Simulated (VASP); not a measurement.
Molecule: CGeF2BrH3, in a box.

```
C Ge F Br H
1.0
    13.00000    0.00000    0.00000
     0.00000   13.00000    0.00000
     0.00000    0.00000   13.00000
C Ge F Br H
1 1 2 1 3
Direct
  0.45068 0.42610 0.57948
  0.50488 0.50204 0.46517
  0.62824 0.54323 0.48986
  0.51727 0.42467 0.35847
  0.41224 0.64229 0.41686
  0.37376 0.39874 0.56063
  0.44730 0.47595 0.64676
  0.50120 0.36094 0.59477
```

Base run:

```yaml
Program: VASP 6.6.1
Functional: PBE
Potentials_or_basis: VASP PAW PBE potentials, release 64 (C, Ge_d, F, Br, H)
Cutoff: 520 eV
k_mesh: 1 × 1 × 1
Occupations: gaussian, width 0.01 eV
Spin: no spin polarisation
```

Its results: gap between the frontier levels 5.50 eV; largest force 0.795 eV/Å.

Question: The run is repeated on the same cell with these changes: functional from PBE to PBE0; further incar settings from ALGO = Normal; EDIFF = 1e-07; NBANDS = 31 to ALGO = Normal; EDIFF = 1e-06; NBANDS = 31. What comes out?

Answer: Gap between the frontier levels 7.76 eV; largest force 0.204 eV/Å.

Caveats: the PAW data sets were made with another functional, which shifts forces and pressure a little (some runs).

